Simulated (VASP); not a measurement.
Output of a VASP run:

### OUTCAR
```
 ion  position               nearest neighbor table
   1  0.333  0.667  0.250-   2 2.72   2 2.72   2 2.72   2 2.72   2 2.72   2 2.72
   2  0.667  0.333  0.750-   1 2.72   1 2.72   1 2.72   1 2.72   1 2.72   1 2.72
  LATTYP: Found a hexagonal cell.
 ALAT       =     2.7889290400
 C/A-ratio  =     1.5754693855
 Subroutine PRICEL returns:
 Original cell was already a primitive cell.
 Subroutine GETGRP returns: Found 24 space group operations
The static configuration has the point symmetry D_3d.
 The point group associated with its full space group is D_6h.
The dynamic configuration has the point symmetry D_3d.
 Subroutine INISYM returns: Found 24 space group operations
 Subroutine IBZKPT returns following result:
 Found    135 irreducible k-points:

 Following reciprocal coordinates:
            Coordinates               Weight
  0.000000  0.000000  0.000000      1.000000
  0.066667  0.000000  0.000000      6.000000
  0.133333  0.000000  0.000000      6.000000
  0.200000  0.000000  0.000000      6.000000
  0.266667  0.000000  0.000000      6.000000
  0.333333 -0.000000  0.000000      6.000000
  0.400000 -0.000000  0.000000      6.000000
  0.466667 -0.000000  0.000000      6.000000
  0.066667  0.066667  0.000000      6.000000
  0.133333  0.066667  0.000000     12.000000
  0.200000  0.066667  0.000000     12.000000
  0.266667  0.066667  0.000000     12.000000
  0.333333  0.066667  0.000000     12.000000
  0.400000  0.066667  0.000000     12.000000
  0.466667  0.066667  0.000000      6.000000
  0.133333  0.133333  0.000000      6.000000
  0.200000  0.133333  0.000000     12.000000
  0.266667  0.133333  0.000000     12.000000
  0.333333  0.133333  0.000000     12.000000
  0.400000  0.133333  0.000000     12.000000
  0.200000  0.200000  0.000000      6.000000
  0.266667  0.200000  0.000000     12.000000
  0.333333  0.200000  0.000000     12.000000
  0.400000  0.200000  0.000000      6.000000
  0.266667  0.266667  0.000000      6.000000
  0.333333  0.266667  0.000000     12.000000
  0.333333  0.333333  0.000000      2.000000
  0.000000  0.000000  0.111111      2.000000
  0.066667  0.000000  0.111111     12.000000
  0.133333  0.000000  0.111111     12.000000
  0.200000  0.000000  0.111111     12.000000
  0.266667  0.000000  0.111111     12.000000
  0.333333 -0.000000  0.111111     12.000000
  0.400000 -0.000000  0.111111     12.000000
  0.466667 -0.000000  0.111111     12.000000
  0.066667  0.066667  0.111111     12.000000
  0.133333  0.066667  0.111111     24.000000
  0.200000  0.066667  0.111111     24.000000
  0.266667  0.066667  0.111111     24.000000
  0.333333  0.066667  0.111111     24.000000
   k-points           NKPTS =    135   k-points in BZ     NKDIM =    135   number of bands    NBANDS=     18
   number of dos      NEDOS =    301   number of ions     NIONS =      2
   total plane-waves  NPLWV =  20736
   dimension x,y,z NGX =    24 NGY =   24 NGZ =   36
   dimension x,y,z NGXF=    48 NGYF=   48 NGZF=   72
   ions per type =               2
   PREC   = accura    normal or accurate (medium, high low for compatibility)
   ISTART =      0    job   : 0-new  1-cont  2-samecut
   ICHARG =      2    charge: 1-file 2-atom 10-const
   ISPIN  =      1    spin polarized calculation?
   LNONCOLLINEAR =      F non collinear calculations
   LSORBIT =      F    spin-orbit coupling
   INIWAV =      1    electr: 0-lowe 1-rand  2-diag
   ENCUT  =  520.0 eV  38.22 Ry    6.18 a.u.   5.19  5.19  8.17*2*pi/ulx,y,z
   NELM   =    100;   NELMIN=  2; NELMDL= -5     # of ELM steps
   EDIFF  = 0.1E-06   stopping-criterion for ELM
   LREAL  =      F    real-space projection
   NLSPLINE    = F    spline interpolate recip. space projectors
   LMAXMIX     =    4 max onsite mixed and CHGCAR
   VOSKOWN=      0    Vosko Wilk Nusair interpolation
   EDIFFG = -.1E-01   stopping-criterion for IOM
   NSW    =     30    number of steps for IOM
...
```

File OSZICAR:
```
       N       E                     dE             d eps       ncg     rms          rms(c)
DAV:   1     0.285858166099E+03    0.28586E+03   -0.18189E+04  4868   0.170E+03
DAV:   2    -0.119542255949E+02   -0.29781E+03   -0.29254E+03  5200   0.490E+02
DAV:   3    -0.183326847939E+02   -0.63785E+01   -0.62157E+01  5128   0.773E+01
DAV:   4    -0.183944069539E+02   -0.61722E-01   -0.61626E-01  5984   0.686E+00
DAV:   5    -0.183953399743E+02   -0.93302E-03   -0.93299E-03  5258   0.745E-01    0.139E+01
DAV:   6    -0.171606216496E+02    0.12347E+01   -0.37630E+00  4892   0.197E+01    0.316E+00
DAV:   7    -0.171022378338E+02    0.58384E-01   -0.19895E-01  4986   0.406E+00    0.924E-01
DAV:   8    -0.170965199174E+02    0.57179E-02   -0.61952E-03  5358   0.896E-01    0.143E-01
DAV:   9    -0.170966740241E+02   -0.15411E-03   -0.43883E-04  6774   0.216E-01    0.582E-02
DAV:  10    -0.170966833788E+02   -0.93546E-05   -0.23069E-05  5184   0.528E-02    0.164E-02
DAV:  11    -0.170966880117E+02   -0.46330E-05   -0.15592E-06  5176   0.135E-02    0.285E-03
DAV:  12    -0.170966875137E+02    0.49802E-06   -0.68959E-08  2842   0.275E-03    0.258E-04
DAV:  13    -0.170966875359E+02   -0.22173E-07   -0.82494E-09  2468   0.766E-04
   1 F= -.17096688E+02 E0= -.17096238E+02  d E =-.170967E+02
       N       E                     dE             d eps       ncg     rms          rms(c)
DAV:   1    -0.170970823554E+02   -0.39484E-03   -0.14594E-02  4908   0.105E+00    0.122E-01
DAV:   2    -0.170967611797E+02    0.32118E-03   -0.46489E-04  4912   0.200E-01    0.479E-02
DAV:   3    -0.170967015025E+02    0.59677E-04   -0.20299E-04  5878   0.973E-02    0.111E-02
DAV:   4    -0.170967016609E+02   -0.15843E-06   -0.62745E-06  5876   0.295E-02    0.576E-03
DAV:   5    -0.170967016731E+02   -0.12215E-07   -0.69299E-07  5834   0.596E-03
   2 F= -.17096702E+02 E0= -.17096261E+02  d E =-.141373E-04
```

**OUTCAR**
```
------------------------ aborting loop because EDIFF is reached ----------------------------------------
  FORCE on cell =-STRESS in cart. coord.  units (eV):
  Direction    XX          YY          ZZ          XY          YZ          ZX
  --------------------------------------------------------------------------------------
  Total       -2.7610162     -2.7610165     -2.7880762      0.0000000      0.0000000      0.0000000
  in kB     -149.4605440   -149.4605615   -150.9253680      0.0000000      0.0000000      0.0000000
  external PRESSURE =    -149.9488245 kB  Pullay stress =       0.0000000 kB
  volume of cell :       29.60
      direct lattice vectors                 reciprocal lattice vectors
     1.393853758 -2.414225668  0.000000000     0.358717690 -0.207105743  0.000000000
     1.393853758  2.414225668 -0.000000000     0.358717690  0.207105743 -0.000000000
     0.000000000  0.000000000  4.397723395     0.000000000  0.000000000  0.227390381
 POSITION                                       TOTAL-FORCE (eV/Angst)
 -----------------------------------------------------------------------------------
      1.39385      0.80474      1.09943         0.000000      0.000000      0.000000
      1.39385     -0.80474      3.29829        -0.000000     -0.000000      0.000000
 -----------------------------------------------------------------------------------
    total drift:                               -0.000000      0.000547     -0.000046
  FREE ENERGIE OF THE ION-ELECTRON SYSTEM (eV)
  ---------------------------------------------------
  free  energy   TOTEN  =       -17.0967016731 eV

  energy  without entropy=      -17.0953792599  energy(sigma->0) =      -17.09626087

 reached required accuracy - stopping structural energy minimisation
```
(Selected blocks of OUTCAR.)

POSCAR:
```
Ru
1
    1.3944644493    -2.4152834388     0.0000000000
    1.3944644493     2.4152834388     0.0000000000
    0.0000000000     0.0000000000     4.3938723208
Ru
2
Direct
  0.3333330000   0.6666670000   0.2500000000
  0.6666670000   0.3333330000   0.7500000000
```

Reconstruct the remaining input files.

This is not unique; one that fits is the input of the run itself, RPBE GGA, plane waves, VASP's PBE PAW potentials (set 64).

INCAR:
```
SYSTEM = Ru
PREC = Accurate; ENCUT = 520; LREAL = .FALSE.
LASPH = .TRUE.
EDIFF = 1E-7; NELM = 100; ALGO = Normal
LMAXMIX = 4
ISMEAR = 1; SIGMA = 0.1
GGA = RP
IBRION = 2; NSW = 30; ISIF = 4
EDIFFG = -0.01
LWAVE = .FALSE.; LCHARG = .FALSE.
```

### KPOINTS
```
Automatic mesh
0
gamma
  15 15 9
```

POTCAR, in this order: Ru_pv (PBE.64 set). Program: vasp_std.

The compound is Ru in the hcp structure. This cell is one point of a volume scan, at 1.06 of the reference volume. Symmetry was kept, so distortions that lower it aren't found.
